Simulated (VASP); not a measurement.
Cu:

```xyz
1
Lattice="0.0000 1.7850 1.7850 1.7850 0.0000 1.7850 1.7850 1.7850 0.0000" Properties=species:S:1:pos:R:3 pbc="T T T"
Cu    0.0000    0.0000    0.0000
```

The cell was built by a generator and needn't be a form met in nature.

| Property | Result |
| --- | --- |
| Program | VASP 6.6.1 |
| Task | relaxation of cell and atoms |
| Functional | LDA |
| Potentials or basis | VASP PAW LDA potentials, release 64 (Cu) |
| Cutoff | 600 eV |
| k mesh | 20 × 20 × 20 |
| Occupations | methfessel-paxton, width 0.1 eV |
| Spin | no spin polarisation |

At the start: pressure -6.5 GPa; volume 11.37 Å³/atom.

Task: How do energy, volume and symmetry change on relaxing?

Result: Over 6 steps the energy falls by 9.2 meV/atom and the volume is 10.95 Å³/atom (-3.8 %); space group Fm-3m (No. 225, to 0.05 Å).

Step by step:
| step | energy change (eV) | largest force (eV/Å) | pressure (GPa) | volume (Å³) |
| --- | --- | --- | --- | --- |
| 1 | 0.0000 | 0.0000 | -6.46 | 11.37 |
| 2 | -0.0041 | 0.0000 | 5.83 | 10.64 |
| 3 | -0.0092 | 0.0000 | -0.29 | 10.94 |
| 4 | -0.0092 | 0.0000 | 0.84 | 10.92 |
| 5 | -0.0090 | 0.0000 | -1.30 | 11.00 |
| 6 | -0.0092 | 0.0000 | 0.01 | 10.95 |

Final structure:
```
Cu
1.0
     0.00000    1.76229    1.76229
     1.76229    0.00000    1.76229
     1.76229    1.76229    0.00000
Cu
1
Cartesian
  1.7623 0.0000 1.7623
```
